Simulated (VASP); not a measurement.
Computed with r2SCAN meta-GGA, VASP's PBE PAW potentials (set 64) (plane waves; VASP).

A VASP calculation is set up with these files.

**KPOINTS**
```
Automatic mesh
0
Gamma
12 12 12
0 0 0
```

**INCAR**
```
SYSTEM = HfC
PREC = Accurate
ENCUT = 600
EDIFF = 1E-7
NELM = 100
ALGO = Normal
LREAL = .FALSE.
LASPH = .TRUE.
ISMEAR = 1
SIGMA = 0.1
METAGGA = R2SCAN
LMIXTAU = .TRUE.
LMAXMIX = 6
LWAVE = .FALSE.
LCHARG = .FALSE.
ISIF = 2
```

POSCAR:
```
HfC
1.0
  0.0000000000   2.3172620169   2.3172620169
  2.3172620169   0.0000000000   2.3172620169
  2.3172620169   2.3172620169   0.0000000000
Hf C
1 1
Cart
  0.0000000000   0.0000000000   0.0000000000
  2.3172620169   2.3172620169   2.3172620169
```

POTCAR, in this order: Hf_pv C (PBE.64 set). Program: vasp_std.

Output

OUTCAR:
```
 ion  position               nearest neighbor table
   1  0.000  0.000  0.000-   2 2.32   2 2.32   2 2.32   2 2.32   2 2.32   2 2.32
   2  0.500  0.500  0.500-   1 2.32   1 2.32   1 2.32   1 2.32   1 2.32   1 2.32
  LATTYP: Found a face centered cubic cell.
 ALAT       =     4.6345240338
 Subroutine PRICEL returns:
 Original cell was already a primitive cell.
 Subroutine GETGRP returns: Found 48 space group operations
The static configuration has the point symmetry O_h .
The dynamic configuration has the point symmetry O_h .
 Subroutine INISYM returns: Found 48 space group operations
 Subroutine IBZKPT returns following result:
 Found     72 irreducible k-points:

 Following reciprocal coordinates:
            Coordinates               Weight
  0.000000  0.000000  0.000000      1.000000
  0.083333  0.000000  0.000000      8.000000
  0.166667  0.000000  0.000000      8.000000
  0.250000  0.000000  0.000000      8.000000
  0.333333  0.000000  0.000000      8.000000
  0.416667  0.000000  0.000000      8.000000
  0.500000  0.000000  0.000000      4.000000
  0.083333  0.083333  0.000000      6.000000
  0.166667  0.083333  0.000000     24.000000
  0.250000  0.083333  0.000000     24.000000
  0.333333  0.083333  0.000000     24.000000
  0.416667  0.083333  0.000000     24.000000
  0.500000  0.083333  0.000000     24.000000
 -0.416667  0.083333  0.000000     24.000000
 -0.333333  0.083333  0.000000     24.000000
 -0.250000  0.083333  0.000000     24.000000
 -0.166667  0.083333  0.000000     24.000000
 -0.083333  0.083333  0.000000     12.000000
  0.166667  0.166667  0.000000      6.000000
  0.250000  0.166667  0.000000     24.000000
  0.333333  0.166667  0.000000     24.000000
  0.416667  0.166667  0.000000     24.000000
  0.500000  0.166667  0.000000     24.000000
 -0.416667  0.166667  0.000000     24.000000
...
```

**OSZICAR**
```
       N       E                     dE             d eps       ncg     rms          rms(c)
DAV:   1    -0.817023317794E+01   -0.81702E+01   -0.87315E+03  1584   0.141E+03
DAV:   2    -0.612779134315E+02   -0.53108E+02   -0.50809E+02  2110   0.240E+02
DAV:   3    -0.631786950985E+02   -0.19008E+01   -0.18809E+01  2079   0.345E+01
DAV:   4    -0.631970019083E+02   -0.18307E-01   -0.18281E-01  1966   0.348E+00
DAV:   5    -0.631972491163E+02   -0.24721E-03   -0.24716E-03  2035   0.318E-01    0.636E+01
DAV:   6    -0.568303915885E+02    0.63669E+01   -0.13539E+01  1796   0.240E+01    0.405E+01
DAV:   7    -0.579499663615E+02   -0.11196E+01   -0.62825E-01  1749   0.833E+00    0.220E+01
DAV:   8    -0.566379425132E+02    0.13120E+01   -0.54934E-01  1776   0.764E+00    0.528E+00
DAV:   9    -0.571318583072E+02   -0.49392E+00   -0.59029E-01  1764   0.759E+00    0.178E+00
DAV:  10    -0.573500392713E+02   -0.21818E+00   -0.88083E-02  1722   0.320E+00    0.119E+00
DAV:  11    -0.573388070914E+02    0.11232E-01   -0.11447E-02  1891   0.102E+00    0.985E-01
DAV:  12    -0.573360717499E+02    0.27353E-02   -0.13265E-03  1740   0.363E-01    0.235E-01
DAV:  13    -0.573428377366E+02   -0.67660E-02   -0.37366E-03  1753   0.583E-01    0.165E-01
DAV:  14    -0.573437128624E+02   -0.87513E-03   -0.11346E-03  2061   0.334E-01    0.182E-01
DAV:  15    -0.573437111541E+02    0.17083E-05   -0.77525E-06  1947   0.306E-02    0.192E-01
DAV:  16    -0.573437085748E+02    0.25793E-05   -0.63244E-06  1821   0.206E-02    0.177E-01
DAV:  17    -0.573437297557E+02   -0.21181E-04   -0.40587E-05  1751   0.672E-02    0.252E-02
DAV:  18    -0.573437231644E+02    0.65913E-05   -0.10928E-05  1713   0.309E-02    0.185E-02
DAV:  19    -0.573437275436E+02   -0.43791E-05   -0.17143E-06  1677   0.150E-02    0.165E-02
DAV:  20    -0.573437264451E+02    0.10985E-05   -0.84059E-07  1626   0.803E-03    0.618E-03
DAV:  21    -0.573437267037E+02   -0.25860E-06   -0.67020E-08   858   0.305E-03    0.177E-03
DAV:  22    -0.573437263186E+02    0.38513E-06   -0.19183E-08   825   0.167E-03    0.631E-04
DAV:  23    -0.573437264988E+02   -0.18028E-06   -0.22754E-08   828   0.221E-03    0.804E-04
DAV:  24    -0.573437263965E+02    0.10233E-06   -0.34556E-09   813   0.638E-04    0.850E-05
DAV:  25    -0.573437264326E+02   -0.36061E-07   -0.32241E-10   819   0.154E-04
   1 F= -.57343726E+02 E0= -.57343624E+02  d E =-.306679E-03
```

File OUTCAR:
```
------------------------ aborting loop because EDIFF is reached ----------------------------------------
  FORCE on cell =-STRESS in cart. coord.  units (eV):
  Direction    XX          YY          ZZ          XY          YZ          ZX
  --------------------------------------------------------------------------------------
  Total       -0.0307308     -0.0307308     -0.0307308      0.0000000     -0.0000000     -0.0000000
  in kB       -1.9784703     -1.9784703     -1.9784703      0.0000000     -0.0000000     -0.0000000
  external PRESSURE =      -1.9784703 kB  Pullay stress =       0.0000000 kB
  volume of cell :       24.89
      direct lattice vectors                 reciprocal lattice vectors
     0.000000000  2.317262017  2.317262017    -0.215771888  0.215771888  0.215771888
     2.317262017  0.000000000  2.317262017     0.215771888 -0.215771888  0.215771888
     2.317262017  2.317262017  0.000000000     0.215771888  0.215771888 -0.215771888
 POSITION                                       TOTAL-FORCE (eV/Angst)
 -----------------------------------------------------------------------------------
      0.00000      0.00000      0.00000         0.000000      0.000000      0.000000
      2.31726      2.31726      2.31726        -0.000000     -0.000000     -0.000000
 -----------------------------------------------------------------------------------
    total drift:                                0.000000      0.000000      0.000000
  FREE ENERGIE OF THE ION-ELECTRON SYSTEM (eV)
  ---------------------------------------------------
  free  energy   TOTEN  =       -57.3437264326 eV

  energy  without entropy=      -57.3434197535  energy(sigma->0) =      -57.34362421
```
(Selected blocks of OUTCAR.)

The compound is HfC in the rock salt structure. It was relaxed first.
